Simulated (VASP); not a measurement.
Given:

```
TiC
1.0
    3.04442     0.00000     0.00000
   -1.52221     2.63655     0.00000
    0.00000     0.00000     5.36153
Ti C
2 2
Direct
  0.00000   0.00000   0.00000
  0.00000   0.00000   0.50000
  0.33333   0.66667   0.25000
  0.66667   0.33333   0.75000
```

Level of theory: r2SCAN meta-GGA, VASP's PBE PAW potentials (set 64) (plane waves; VASP). Numerical set-up: 520 eV cut-off, 13×13×7 Γ-centred mesh, tetrahedra with Blöchl corrections, potentials Ti_sv C.

The cores are frozen, which limits the accuracy of field gradients.

Question: Give the principal components of the electric field gradient (V/Å²) and the asymmetry η at each nucleus.

Answer: 
```json
[
 {"atom": "Ti1", "Vxx": "29.8", "Vyy": "29.8", "Vzz": "-59.7", "η": "0.00"},
 {"atom": "Ti2", "Vxx": "29.8", "Vyy": "29.8", "Vzz": "-59.7", "η": "0.00"},
 {"atom": "C3", "Vxx": "1.5", "Vyy": "1.5", "Vzz": "-3.0", "η": "0.00"},
 {"atom": "C4", "Vxx": "1.5", "Vyy": "1.5", "Vzz": "-3.0", "η": "0.00"}
]
```

The structure was generated: TiC was put into the NiAs type (P6_3/mmc), which need not be its known phase. It was relaxed first, which changed the volume by -44 %.
